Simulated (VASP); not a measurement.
OSZICAR of a VASP run on CaCd$_{2}$As$_{2}$ (space group P-3m1):

**OSZICAR**
```
       N       E                     dE             d eps       ncg     rms          rms(c)
DAV:   1     0.217991769626E+03    0.21799E+03   -0.19139E+04   624   0.132E+03
DAV:   2    -0.743929714955E+02   -0.29238E+03   -0.28720E+03   668   0.367E+02
DAV:   3    -0.912263682844E+02   -0.16833E+02   -0.16746E+02   946   0.826E+01
DAV:   4    -0.916675204289E+02   -0.44115E+00   -0.43976E+00   936   0.991E+00
DAV:   5    -0.916748885067E+02   -0.73681E-02   -0.73661E-02   894   0.112E+00    0.791E+00
DAV:   6    -0.839780613160E+02    0.76968E+01   -0.11900E+01   770   0.363E+01    0.101E+01
DAV:   7    -0.814078304455E+02    0.25702E+01   -0.11685E+00   674   0.944E+00    0.680E+00
DAV:   8    -0.814741695414E+02   -0.66339E-01   -0.59261E-01   680   0.699E+00    0.985E-01
DAV:   9    -0.798204039391E+02    0.16538E+01   -0.11864E+00   662   0.669E+00    0.695E-01
DAV:  10    -0.800186302624E+02   -0.19823E+00   -0.12765E-01   652   0.213E+00    0.617E-01
DAV:  11    -0.801438542675E+02   -0.12522E+00   -0.28061E-02   750   0.897E-01    0.392E-01
DAV:  12    -0.803007011903E+02   -0.15685E+00   -0.20372E-01   668   0.249E+00    0.220E-01
DAV:  13    -0.802910524396E+02    0.96488E-02   -0.14530E-02   674   0.883E-01    0.224E-01
DAV:  14    -0.803025197576E+02   -0.11467E-01   -0.69561E-03   660   0.431E-01    0.109E-01
DAV:  15    -0.803059939898E+02   -0.34742E-02   -0.56698E-03   666   0.379E-01    0.496E-02
DAV:  16    -0.803060997397E+02   -0.10575E-03   -0.80742E-04   722   0.147E-01    0.659E-02
DAV:  17    -0.803060262663E+02    0.73473E-04   -0.54983E-05   708   0.556E-02    0.624E-02
DAV:  18    -0.803060592327E+02   -0.32966E-04   -0.89251E-04   658   0.177E-01    0.181E-02
DAV:  19    -0.803062469999E+02   -0.18777E-03   -0.18904E-04   660   0.107E-01    0.141E-02
DAV:  20    -0.803062481847E+02   -0.11848E-05   -0.62855E-06   814   0.167E-02    0.149E-02
DAV:  21    -0.803062453697E+02    0.28150E-05   -0.20641E-06   472   0.657E-03    0.121E-02
DAV:  22    -0.803062460906E+02   -0.72088E-06   -0.56525E-06   568   0.128E-02
   1 F= -.80306246E+02 E0= -.80306246E+02  d E =-.803062E+02
```

Question: Which electronic solver shows in the log?

Answer: It is blocked Davidson (ALGO = Normal, or the opening steps of other solvers). The INCAR had ALGO = Normal.

Question: Can the final energy be trusted as converged?

Answer: The run converged. It stopped with EDIFF = 1E-6, NELM = 100, NSW = 60 and EDIFFG = -0.02 after 1 ionic step (r2SCAN meta-GGA, plane waves, VASP's PBE PAW potentials (set 64)).

The structure comes from a computed database's CaCd2As2 entry (P-3m1); how it stands against other phases isn't given here. It was relaxed first. The start is the result of an earlier pass.
